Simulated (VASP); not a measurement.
Method: AM05 GGA, VASP's PBE PAW potentials (set 64) (plane waves; VASP 6.6.1). For the first row: Settings: 520 eV cut-off, 13×13×13 Γ-centred mesh, first-order Methfessel-Paxton smearing of 0.10 eV, potentials Al Ni.

```tsv
system	energy (eV/atom)
NiAl (CsCl type)	-5.6403
Al (fcc)	-4.0242
Ni (fcc)	-5.8957
```

The references are the elements' solids at the same level; no temperature or zero-point terms are added.

**Question.** What is the formation energy per atom of NiAl?

**Answer.** The references average (1×(-4.0242) + 1×(-5.8957))/2 = -4.9600 eV, so the formation energy is -5.6403 − (-4.9600) = -0.680 eV/atom.
